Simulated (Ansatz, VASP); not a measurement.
Al2Cl in VASP and in Ansatz

INCAR

```
ALGO     = Normal         # electronic algorithm
EDIFF    = 1E-7           # SCF threshold, eV
ENCUT    = 520            # plane-wave cutoff, eV
GGA      = PE             # functional
ISIF     = 2              # what is computed and relaxed
ISMEAR   = 0              # smearing method
LASPH    = T              # aspherical terms in the spheres
LCHARG   = F              # write CHGCAR
LREAL    = F              # projectors in reciprocal space
LWAVE    = F              # write WAVECAR
NBANDS   = 22             # bands
NELM     = 100            # most SCF steps
PREC     = Accurate       # precision mode
SIGMA    = 0.1            # smearing width, eV
```

KPOINTS

```
k-points
0
Gamma
  6 6 2
```

File POSCAR:

```
Al2Cl
1.0
    3.3493390100      0.0000000000      0.0000000000
    0.0000000000      3.3493390100      0.0000000000
    0.0000000000      0.0000000000     10.1367132400
Al Cl
4 2
Direct
    0.5000000000      0.0000000000      0.7668342600
    0.0000000000      0.5000000000      0.2331657400
    0.0000000000      0.5000000000      0.9256590600
    0.5000000000      0.0000000000      0.0743409400
    0.0000000000      0.5000000000      0.6478056900
    0.5000000000      0.0000000000      0.3521943100
```

Input for Ansatz:

```yaml
crystal:
  lattice:
    - [3.34933901, 0.0, 0.0]
    - [0.0, 3.34933901, 0.0]
    - [0.0, 0.0, 10.13671324]
  atoms:
    - { symbol: Al, position: [0.5, 0.0, 0.76683426] }
    - { symbol: Al, position: [0.0, 0.5, 0.23316574] }
    - { symbol: Al, position: [0.0, 0.5, 0.92565906] }
    - { symbol: Al, position: [0.5, 0.0, 0.07434094] }
    - { symbol: Cl, position: [0.0, 0.5, 0.64780569] }
    - { symbol: Cl, position: [0.5, 0.0, 0.35219431] }
basis:
  ecutwfc: 420
kpoints:
  mp_grid: { grid: [6, 6, 2] }
hamiltonian:
  xc: pbe
scf:
  occupations: { method: gaussian, width: 0.1 }
  lower_state_search: "off"
output:
  forces: true
  stress: true
  eigenvalues: true
```

Change from the starting cell: species swapped into the Ta2Se type (P4/nmm, No. 129).

Alike in both runs: task single point; functional PBE; k mesh 6 × 6 × 2; occupations gaussian, width 0.1 eV; no spin polarisation.

|  | VASP | Ansatz |
| --- | --- | --- |
| version | VASP 6.6.1 | Ansatz 0.2.0 |
| potentials or method | VASP PAW PBE potentials, release 64 (Al, Cl) | scalar-relativistic, plane waves, PAW |
| plane-wave cutoff (eV) | 520 | 420 |
| valence electrons in the cell | 26 | 26 |

VASP gave:

```
gap on the k mesh at the Fermi level (eV)       : none
pressure (GPa)                                  : 4.3
largest component of the traceless stress (GPa) : 2.75
rms of the force components (eV/Å)              : 0.613
```

Task: Estimate Ansatz's values.

Result: gap on the k mesh at the Fermi level (eV): none; pressure (GPa): 4.3; largest component of the traceless stress (GPa): 2.73; rms of the force components (eV/Å): 0.610.

Atom by atom the forces differ by 0.003 eV/Å (rms over components). A gap of «none» marks a metal or a gap that the smearing closes. With one functional, cell and mesh, what is left measures potentials, basis and numerics.

Caveats: this functional lacks dispersion, which binds the layers, so the pressure and a relaxed spacing across them are unreliable; forces of over 1 eV/Å show positions far from the minimum, so gaps and moduli don't describe the material at rest.
